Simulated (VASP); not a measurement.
# A VASP study of BaZrO3 (r2SCAN): structure first, properties next, part 2 of 2

Aim: relax BaZrO3 with r2SCAN, compute its properties on that cell and hold them against experiment. Left out of this account: at least 1 further run (optics: it repeats an earlier run and gave the same numbers). The start is a cell from a database of measured crystal structures.

VASP 6.6.1; r2SCAN; plane waves and PAW (Ba_sv, Zr_sv, O).

So far, gap on the k-mesh (eV): step 2 (relaxing cell and atoms (r2SCAN)) 3.66; step 4 (single point with fields (r2SCAN)) 3.66; step 6 (density of states (r2SCAN)) 3.70. The relaxed cell has a = 4.214 Å (conventional setting).

### Step 7. Zone-centre phonons (r2SCAN) (continued)

Transverse limit, no LO-TO splitting. The modes at Γ (shares of kinetic energy by element, %):

| mode | frequency (cm⁻¹) | symmetry | Ba % | Zr % | O % |
| --- | --- | --- | --- | --- | --- |
| 1 | -0.8 | acoustic | 49 | 33 | 18 |
| 2 | -0.8 | acoustic | 49 | 33 | 18 |
| 3 | -0.8 | acoustic | 49 | 33 | 18 |
| 4 | 113.4 | T1u | 46 | 14 | 40 |
| 5 | 113.4 | T1u | 46 | 14 | 40 |
| 6 | 113.4 | T1u | 46 | 14 | 40 |
| 7 | 200.5 | T1u | 4 | 52 | 44 |
| 8 | 200.5 | T1u | 4 | 52 | 44 |
| 9 | 200.5 | T1u | 4 | 52 | 44 |
| 10 | 207.0 | T2u | 0 | 0 | 100 |
| 11 | 207.0 | T2u | 0 | 0 | 100 |
| 12 | 207.0 | T2u | 0 | 0 | 100 |
| 13 | 492.8 | T1u | 0 | 1 | 99 |
| 14 | 492.8 | T1u | 0 | 1 | 99 |
| 15 | 492.8 | T1u | 0 | 1 | 99 |

Displacements in mode 4 (113.4 cm⁻¹), the largest set to 1:
```
Ba1  0.00  0.05 -0.58
Zr2  0.00 -0.03  0.39
O3   0.00 -0.08  1.00
O4   0.00 -0.06  1.00
O5   0.00 -0.08  0.69
```

Displacements in mode 14 (492.8 cm⁻¹), the largest set to 1:
```
Ba1  0.00  0.00 -0.01
Zr2  0.00  0.00 -0.04
O3   0.00  0.00 -0.33
O4   0.00  0.00 -0.33
O5   0.00  0.00  1.00
```

The three acoustic modes lie within 0.8 cm⁻¹ of zero, and all others are real. By the characters of their eigenvectors the optical modes sort into (cm⁻¹) infrared active: T1u 113, T1u 201, T1u 493; silent: T2u 207.

### Step 8. Optical spectrum (r2SCAN)

LOPTICS sums transitions from filled to empty bands. The mesh is finer than in the run before. NBANDS is raised for it.

INCAR

```
SYSTEM = BaZrO3
PREC = Accurate
ENCUT = 520
EDIFF = 1E-06
NELM = 100
ISMEAR = 0
SIGMA = 0.05
LREAL = .FALSE.
ALGO = Normal
METAGGA = R2SCAN
LASPH = .TRUE.
NBANDS = 60
LORBIT = 11
LWAVE = .FALSE.
LCHARG = .FALSE.
KPAR = 4
LOPTICS = .TRUE.
NEDOS = 1500
CSHIFT = 0.1
```

POSCAR

```
BaZrO3
1.0
    4.2138674132      0.0000000000      0.0000000000
    0.0000000000      4.2138674132      0.0000000000
    0.0000000000      0.0000000000      4.2138674132
Ba Zr O
1 1 3
Direct
    0.0000000000      0.0000000000      0.0000000000
    0.5000000000      0.5000000000      0.5000000000
    0.0000000000      0.5000000000      0.5000000000
    0.5000000000      0.0000000000      0.5000000000
    0.5000000000      0.5000000000      0.0000000000
```

KPOINTS

```
Automatic mesh
0
Gamma
9 9 9
0 0 0
```

PAW data sets: Ba_sv, Zr_sv and O (PBE family, release 64).

Started as:

```sh
$ mpirun -np 4 vasp_std
```

Wall time 41 s (4 MPI ranks of Intel Xeon 6975P-C (Granite Rapids), shared host); peak memory 1.4 GiB.

These are independent-particle spectra without excitons or local fields. Their onset and peaks carry the functional's gap error, and fine structure and low peaks depend on the mesh and on CSHIFT.

Numbers from this step:

```yaml
bands: 60
irreducible_k_points: 35
fermi_energy: 3.572 eV
pressure: -0.01144 GPa
```

The imaginary dielectric function, xx has structure finer than the step of the table below, so its rows give means over 1 eV, whole bins alone (the curve runs from 0 to 24.9 eV). Peaks (eV: height): 6.7: 6.77, 8.5: 6.67, 9.9: 6.27, 19.9: 3.88.

Table of imaginary dielectric function, xx by photon energy; means over each step:

| photon energy (eV) | imaginary dielectric function, xx |
| --- | --- |
| 1 | 0.0115 |
| 2 | 0.0272 |
| 3 | 0.0599 |
| 4 | 0.356 |
| 5 | 2.20 |
| 6 | 4.49 |
| 7 | 4.87 |
| 8 | 4.14 |
| 9 | 4.84 |
| 10 | 5.42 |
| 11 | 3.27 |
| 12 | 1.62 |
| 13 | 0.878 |
| 14 | 0.969 |
| 15 | 1.19 |
| 16 | 1.46 |
| 17 | 2.03 |
| 18 | 2.98 |
| 19 | 3.38 |
| 20 | 3.00 |
| 21 | 1.29 |
| 22 | 1.13 |
| 23 | 0.904 |
| 24 | 0.613 |

The real dielectric function, xx by photon energy:

photon energy (eV), real dielectric function, xx and a bar from the least value:
```
        0       4.45 #####################
        1       4.50 #####################
        2       4.69 #####################
        3       5.08 #######################
        4       6.03 ##########################
        5       7.24 ##############################
        6       5.99 ##########################
        7       1.67 ###########
        8       5.10 #######################
        9       2.38 ##############
       10       0.55 ########
       11      -1.72 
       12      -0.08 #####
       13       0.24 #######
       14       1.59 ###########
       15       1.28 ##########
       16       1.95 ############
       17       1.84 ############
       18       1.95 ############
       19       0.66 ########
       20      -1.31 #
       21      -0.84 ###
       22      -0.26 #####
       23      -0.40 ####
       24      -0.10 #####
```

The mean of ε2 over directions passes 5 % of its top at 4.12 eV, against a least direct gap of 3.92 eV on this mesh, so absorption sets in close to the direct gap. The indirect gap (3.66 eV in the band run) doesn't show, since phonons are left out.

### Step 9. Summary of results

| Quantity | Value |
| --- | --- |
| relaxed volume | 14.96 Å³/atom |
| relaxed conventional cell a, b, c | 4.214, 4.214, 4.214 Å |
| space group after relaxing, within 0.02 Å | Pm-3m (No. 221) |
| band gap | 3.66 eV, indirect (least direct gap of that run 3.92 eV) |
| gap among the points of the DOS mesh alone, an upper bound | 3.70 eV |
| highest zone-centre mode | 493 cm⁻¹ |
| strongest peak of ε2, mean over directions | 6.72 eV |
| ε1 at zero frequency, no local fields, mean | 4.45 |

With r2SCAN, BaZrO3 relaxes to 14.96 Å³/atom in space group Pm-3m (held by the symmetry of the run) and has an indirect gap of 3.66 eV. Against the listed cell the volume lies +1.6 %. Bands along the symmetry lines (r2SCAN): The path shows an indirect gap of 3.66 eV (valence top at R, conduction bottom at Γ). The least direct gap is 3.92 eV. Zone-centre phonons (r2SCAN): The highest mode in this list at Γ, 492.8 cm⁻¹, is mostly motion of O (99 % of the kinetic energy). Spin-orbit coupling is left out, and with elements this heavy it would split and shift bands near the edges, and it can change the kind of a small gap. Modes at Γ alone can't show that the crystal is stable at other wave vectors, and the LO-TO splitting is not included. No search among competing phases was made, and a listed structure need not be the one stable at ambient conditions. All values are for a static lattice at zero temperature.

Computed beside measured:

| quantity | measured | r2SCAN |
| --- | --- | --- |
| lattice constant a (Å) | 4.192 | 4.214 (+0.5 %) |
| infrared mode, TO1 at Gamma, T1u (cm⁻¹) | 116 | 113 (-2.3 %) |
| infrared mode, TO2 at Gamma, T1u (cm⁻¹) | 214 | 201 (-6.3 %) |
| infrared mode, TO3 at Gamma, T1u (cm⁻¹) | 520 | 493 (-5.2 %) |

Measured values from arxiv:cond-mat/0602127 (2006) and arxiv:1907.02008 (2019).

Verdict: Measured modes were matched to the nearest mode of that symmetry; at r2SCAN, 3 of them have a partner, and the computed frequencies miss them by 4.6 % on average (mean signed -4.6 %), which is fair agreement. The lattice constant a is off by +0.5 %: good agreement. The grades are ours: good and fair within 0.7 and 1.5 % for the lattice constant a and 3 and 7 % for the infrared mode. For lattice constants and infrared mode the calculation has a static lattice, without zero-point motion or thermal expansion (measured at up to 300 K). As a rule both would widen the computed cell, so the excess over experiment is if anything larger than shown.

[Lines on the potential files, build, host, timing and source positions are cut from VASP's logs without a mark.]

[Logs are printed without paths, hosts, clocks, repeated set-up lines and the standing remarks that a program may print on its own settings, such as how far it seeks lower states.]

[Hosts, paths, dates, database ids (printed as entryN), source tags and the programs' standing remarks are cut or masked in the printed files.]

[A measured line is paired with the nearest computed mode of its activity, which favours agreement.]

[In band tables of VASP the shares of atoms and orbitals are scaled to a sum of 1 inside the atoms' spheres.]
